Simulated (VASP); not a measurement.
A convergence study with VASP on HgS (zinc blende): one setting is varied, all else stays as given below, so the limit is that of these other settings.

```yaml
crystal:
  lattice:
    - [0.00000, 2.92500, 2.92500]
    - [2.92500, 0.00000, 2.92500]
    - [2.92500, 2.92500, 0.00000]
  atoms:
    - { symbol: Hg, position: [0.00000, 0.00000, 0.00000] }
    - { symbol: S, position: [0.25000, 0.25000, 0.25000] }
```

These are PBE GGA, VASP's PBE PAW potentials (set 64) (plane waves; VASP) values and carry that method's errors. The tightest run used: 600 eV cut-off, 7×7×7 Γ-centred mesh, Gaussian smearing of 0.010 eV, potentials Hg S.

The reference is ENCUT = 600, which took about 5 core-minutes. Costs are core time on shared hosts, one run each; read them as rough ratios.

**Question.** Of the settings ENCUT = 200; ENCUT = 300; ENCUT = 400; ENCUT = 500; ENCUT = 600, which is the lowest that keeps the difference from the reference in highest Γ mode (cm⁻¹) within 1 from there on, and what does it cost?

**Answer.** ENCUT = 300; its cost over the reference is about 1/3.
```
setting      difference in highest Γ mode (cm⁻¹)  cost over the reference
-----------  -----------------------------------  -----------------------
ENCUT = 200                                  1.7                about 1/3
ENCUT = 300                                  0.8                about 1/3
ENCUT = 400                                  0.1                about 1/2
ENCUT = 500                                  0.2     within a factor of 2
ENCUT = 600                                  0.0                reference
```

Left out are rungs that failed or repeat a setting and relaxations that didn't move; long series are thinned to 24 rows.

The compound is HgS in the zinc blende structure, metacinnabar; cinnabar is the stable form. The cell was not relaxed at this level.
